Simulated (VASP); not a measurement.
# Sn2GeO3 (P4/nmm) in VASP: further runs, part 2 of 2

VASP 6.6.1. The steps go on from the part before.

### Step 3. Relaxation of cell and atoms, PBE

This run uses another cell than the first one, of 17.68 Å³/atom, 0.994 times its volume.

File INCAR:

```
PREC = Accurate ; ENCUT = 520
EDIFF = 1E-7 ; ISMEAR = 0
SIGMA = 0.1 ; LREAL = F
LASPH = T ; NELM = 120
ALGO = Normal ; ISIF = 3
LWAVE = F ; LCHARG = F
GGA = PE ; IBRION = 2
NSW = 60 ; EDIFFG = -0.005
POTIM = 0.3 ; KPAR = 4
```

File KPOINTS:

```
Automatic mesh
0
Gamma
  8 8 2
```

File POSCAR:

```
Sn2GeO3                                 
1.0
    3.7934016089      0.0000000000      0.0000000000
    0.0000000000      3.7934016089      0.0000000000
    0.0000000000      0.0000000000     14.7405919442
  Sn              Ge              O             
     4     2     6
Direct
     0.5000000000000000    0.0000000000000000    0.7350415729853302
     0.0000000000000000    0.5000000000000000    0.9194291779990817
     0.5000000000000000    0.0000000000000000    0.0805708220009182
     0.0000000000000000    0.5000000000000000    0.2649584270146695
     0.0000000000000000    0.5000000000000000    0.5869884452479684
     0.5000000000000000    0.0000000000000000    0.4130115547520318
     0.5000000000000000    0.5000000000000000    0.6543830282821224
     0.0000000000000000    0.0000000000000000    0.6543830282821224
     0.5000000000000000    0.5000000000000000    0.0000000000000000
     0.0000000000000000    0.0000000000000000    0.0000000000000000
     0.0000000000000000    0.0000000000000000    0.3456169717178773
     0.5000000000000000    0.5000000000000000    0.3456169717178773
```

Potentials or basis: VASP PAW PBE potentials, release 64 (Sn_d, Ge_d, O).

The run is started by

```sh
> cat potpaw_PBE.64/Sn_d/POTCAR potpaw_PBE.64/Ge_d/POTCAR potpaw_PBE.64/O/POTCAR > POTCAR
> mpirun -np 4 vasp_std > vasp.out
```

OUTCAR:

```text
PREC = Accurate
   ENCUT = 520
   EDIFF = 1E-7
   ISMEAR = 0
   LREAL = F
   LASPH = T
   NELM = 120
   ISIF = 3
   GGA = PE
   IBRION = 2
   NSW = 60
   EDIFFG = -0.005
   POTIM = 0.3

 ion  position               nearest neighbor table
   1  0.500  0.000  0.735-   7 2.24   8 2.24   7 2.24   8 2.24
   2  0.000  0.500  0.919-   9 2.24  10 2.24  10 2.24   9 2.24   3 3.58   3 3.58   3 3.58   3 3.58

   3  0.500  0.000  0.081-   9 2.24  10 2.24   9 2.24  10 2.24   2 3.58   2 3.58   2 3.58   2 3.58
[... 2094 lines left out ...]

 VOLUME and BASIS-vectors are now :
 -----------------------------------------------------------------------------
  energy-cutoff  :      520.00
  volume of cell :      212.11
      direct lattice vectors                 reciprocal lattice vectors
     3.793510756  0.000000000  0.000000000     0.263608057  0.000000000  0.000000000
     0.000000000  3.793510756  0.000000000     0.000000000  0.263608057  0.000000000
     0.000000000  0.000000000 14.739549692     0.000000000  0.000000000  0.067844678

 POSITION                                       TOTAL-FORCE (eV/Angst)
 -----------------------------------------------------------------------------------
      1.89676      3.79351     10.83392         0.000000     -0.000000     -0.002645
      3.79351      1.89676     13.55192         0.000000      0.000000     -0.001769
      1.89676      3.79351      1.18763        -0.000000     -0.000000      0.001769
      3.79351      1.89676      3.90563         0.000000     -0.000000      0.002645
      3.79351      1.89676      8.65199         0.000000     -0.000000      0.001046
      1.89676      0.00000      6.08756        -0.000000     -0.000000     -0.001046
      1.89676      1.89676      9.64541         0.000000     -0.000000      0.000408
      3.79351      3.79351      9.64541         0.000000      0.000000      0.000408
      1.89676      1.89676      0.00000         0.000000      0.000000     -0.000000
      3.79351      3.79351      0.00000         0.000000      0.000000     -0.000000
      3.79351      0.00000      5.09414         0.000000      0.000000     -0.000408
      1.89676      1.89676      5.09414         0.000000     -0.000000     -0.000408
 -----------------------------------------------------------------------------------
    total drift:                                0.000000      0.000000      0.000000

  FREE ENERGIE OF THE ION-ELECTRON SYSTEM (eV)
  ---------------------------------------------------
  free  energy   TOTEN  =       -68.4521044194 eV

  energy  without entropy=      -68.4521040031  energy(sigma->0) =      -68.45210421

 reached required accuracy - stopping structural energy minimisation
```

OSZICAR:

```text
N       E                     dE             d eps       ncg     rms          rms(c)
DAV:   1     0.180060995822E+04    0.18006E+04   -0.54611E+04  5368   0.320E+03
DAV:   2     0.394103994577E+03   -0.14065E+04   -0.13396E+04  4336   0.103E+03
[... 16 lines left out ...]
   1 F= -.68452098E+02 E0= -.68452098E+02  d E =-.684521E+02
       N       E                     dE             d eps       ncg     rms          rms(c)
DAV:   1    -0.684521060721E+02   -0.82876E-05   -0.10794E-03  4848   0.132E-01    0.155E-02
DAV:   2    -0.684521059825E+02    0.89556E-07   -0.41428E-05  6264   0.400E-02    0.864E-03
DAV:   3    -0.684521046302E+02    0.13523E-05   -0.22646E-06  5768   0.917E-03    0.417E-03
DAV:   4    -0.684521043601E+02    0.27011E-06   -0.90735E-07  4896   0.579E-03    0.967E-04
DAV:   5    -0.684521044194E+02   -0.59375E-07   -0.26548E-07  3600   0.397E-03
   2 F= -.68452104E+02 E0= -.68452104E+02  d E =-.658616E-05
```

CONTCAR:

```text
Sn2GeO3
   1.00000000000000
     3.7935107562114125    0.0000000000000000    0.0000000000000000
     0.0000000000000000    3.7935107562114125    0.0000000000000000
     0.0000000000000000    0.0000000000000000   14.7395496922819138
  Sn              Ge              O
     4     2     6
Direct
     0.5000000000000000    1.0000000000000000    0.7350238582027350
     1.0000000000000000    0.5000000000000000    0.9194258338811094
     0.5000000000000000    1.0000000000000000    0.0805741661188906
     1.0000000000000000    0.5000000000000000    0.2649761417972651
     1.0000000000000000    0.5000000000000000    0.5869911724158573
     0.5000000000000000    0.0000000000000000    0.4130088275841426
     0.5000000000000000    0.5000000000000000    0.6543898141976725
     1.0000000000000000    1.0000000000000000    0.6543898141976725
     0.5000000000000000    0.5000000000000000    0.0000000000000000
     1.0000000000000000    1.0000000000000000    0.0000000000000000
     1.0000000000000000    0.0000000000000000    0.3456101858023203
     0.5000000000000000    0.5000000000000000    0.3456101858023203

  0.00000000E+00  0.00000000E+00  0.00000000E+00
  0.00000000E+00  0.00000000E+00  0.00000000E+00
  0.00000000E+00  0.00000000E+00  0.00000000E+00
  0.00000000E+00  0.00000000E+00  0.00000000E+00
  0.00000000E+00  0.00000000E+00  0.00000000E+00
  0.00000000E+00  0.00000000E+00  0.00000000E+00
  0.00000000E+00  0.00000000E+00  0.00000000E+00
  0.00000000E+00  0.00000000E+00  0.00000000E+00
  0.00000000E+00  0.00000000E+00  0.00000000E+00
  0.00000000E+00  0.00000000E+00  0.00000000E+00
  0.00000000E+00  0.00000000E+00  0.00000000E+00
  0.00000000E+00  0.00000000E+00  0.00000000E+00
```

Run time: 1.9 min. Hardware: 4 MPI ranks of Intel Xeon 6975P-C (Granite Rapids), shared host; peak memory 0.52 GiB.

Results:

| Item | Value |
| --- | --- |
| Free energy | -68.4521 eV |
| Energy gained by relaxing | 0.0 meV/atom |
| Ionic steps | 2 |
| Pressure after relaxing | 0.0 GPa |
| Band gap on the k mesh | 0.59 eV, indirect (least direct gap 0.64 eV) |

Forces in eV/Å, atoms in the order of the input:
```
Sn   0.000  0.000 -0.003
Sn   0.000  0.000 -0.002
Sn   0.000  0.000  0.002
Sn   0.000  0.000  0.003
Ge   0.000  0.000  0.001
Ge   0.000  0.000 -0.001
O    0.000  0.000  0.000
O    0.000  0.000  0.000
O    0.000  0.000  0.000
O    0.000  0.000  0.000
O    0.000  0.000  0.000
O    0.000  0.000  0.000
```

Final structure:
```yaml
crystal:
  lattice:
    - [3.79351, 0.00000, 0.00000]
    - [0.00000, 3.79351, 0.00000]
    - [0.00000, 0.00000, 14.73955]
  atoms:
    - { symbol: Sn, position: [0.50000, 0.00000, 0.73502] }
    - { symbol: Sn, position: [0.00000, 0.50000, 0.91943] }
    - { symbol: Sn, position: [0.50000, 0.00000, 0.08057] }
    - { symbol: Sn, position: [0.00000, 0.50000, 0.26498] }
    - { symbol: Ge, position: [0.00000, 0.50000, 0.58699] }
    - { symbol: Ge, position: [0.50000, 0.00000, 0.41301] }
    - { symbol: O, position: [0.50000, 0.50000, 0.65439] }
    - { symbol: O, position: [0.00000, 0.00000, 0.65439] }
    - { symbol: O, position: [0.50000, 0.50000, 0.00000] }
    - { symbol: O, position: [0.00000, 0.00000, 0.00000] }
    - { symbol: O, position: [0.00000, 0.00000, 0.34561] }
    - { symbol: O, position: [0.50000, 0.50000, 0.34561] }
```

Levels at points of the mesh, in eV from the valence-band top:
| k point | band 58 | band 59 | band 60 | band 61 | band 62 | band 63 |
| --- | --- | --- | --- | --- | --- | --- |
| (0.00, 0.00, 0.00) | -1.56 | -0.81 | -0.07 | 0.61 | 2.07 | 2.33 |
| (0.50, 0.00, 0.00) | -1.74 | -1.60 | -1.60 | 2.64 | 2.64 | 2.88 |
| (0.50, 0.50, 0.00) | -2.08 | -1.77 | -1.77 | 0.59 | 0.59 | 1.74 |
| (0.00, 0.00, 0.50) | -1.85 | -0.72 | 0.00 | 0.64 | 2.11 | 2.21 |
| (0.50, 0.00, 0.50) | -2.02 | -1.47 | -1.47 | 2.63 | 2.63 | 2.93 |
| (0.50, 0.50, 0.50) | -2.02 | -1.89 | -1.89 | 0.81 | 0.81 | 1.15 |

Caveat: spin-orbit coupling is left out, which moves the levels of the heavy elements.
